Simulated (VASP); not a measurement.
VASP runs on BaTa (space group P4/mmm) share one base input (PBE GGA, plane waves, VASP's PBE PAW potentials (set 64)) and change the settings named in each case.

### KPOINTS
```
Automatic mesh
0
Gamma
6 6 4
0 0 0
```

**INCAR**
```
# general
SYSTEM  = BaTa
PREC    = Accurate
ENCUT   = 300
LREAL   = F
LASPH   = T   # aspherical one-centre terms

# electronic loop
EDIFF   = 1E-6
NELM    = 100   # most electronic steps
ALGO    = Normal   # blocked Davidson
LMAXMIX = 6

# smearing
ISMEAR  = -1   # Fermi-Dirac
SIGMA   = 0.1   # width (eV)

# functional
GGA     = PE   # PBE

# ions
ISIF    = 2   # forces and stress, cell fixed

# output
LWAVE   = F
LCHARG  = F
```

POSCAR:
```
BaTa
1
    3.9976790000     0.0000000000     0.0000000000
    0.0000000000     3.9976790000     0.0000000000
    0.0000000000     0.0000000000     5.2398140000
Ba Ta
1 1
Direct
  0.5000000000   0.5000000000   0.5000000000
  0.0000000000   0.0000000000   0.0000000000
```

POTCAR, in this order: Ba_sv Ta_pv (PBE.64 set). Program: vasp_std.

| change | E(σ→0) (eV/atom) | pressure (GPa) | −TS (eV) |
|---|---|---|---|
| base run | -4.8244 | -7.45 | -0.1702 |
| GGA = PS | -5.1536 | [?] | [?] |
| GGA_COMPAT = .FALSE., LNONCOLLINEAR = .TRUE., LSORBIT = .TRUE., MAGMOM = 0.0 0.0 0.0 0.0 0.0 0.0, program vasp_ncl | -5.3427 | [?] | [?] |
| KPOINTS 3×3×2 Γ-centred mesh | -4.7841 | -7.00 | -0.2090 |

**Question.** Fill in the missing entries.

**Answer.** 
- GGA_COMPAT = .FALSE., LNONCOLLINEAR = .TRUE., LSORBIT = .TRUE., MAGMOM = 0.0 0.0 0.0 0.0 0.0 0.0, program vasp_ncl, pressure (GPa): -7.09
- GGA_COMPAT = .FALSE., LNONCOLLINEAR = .TRUE., LSORBIT = .TRUE., MAGMOM = 0.0 0.0 0.0 0.0 0.0 0.0, program vasp_ncl, −TS (eV): -0.1662
- GGA = PS, pressure (GPa): -8.95
- GGA = PS, −TS (eV): -0.1721

Energies of different potentials or functionals have different zeros.  Unless said otherwise, spin-orbit coupling is left out, though it shifts the bands of the heavy elements here. At 300 eV the pressure can carry a Pulay error.

Left out are runs that ran out of time, are held back, or changed the cell or the kind of run, fixed moments of cells without a moment, rows past the twelfth, gaps on odd meshes, pressures of charged cells and columns that move by less than the noise.

The structure was generated: BaTa was put into an ordered model structure, which need not be its known phase. The cell was not relaxed at this level, its lattice was scaled by up to 2.5 %. VASP warned that the highest band is occupied, so more bands are needed.
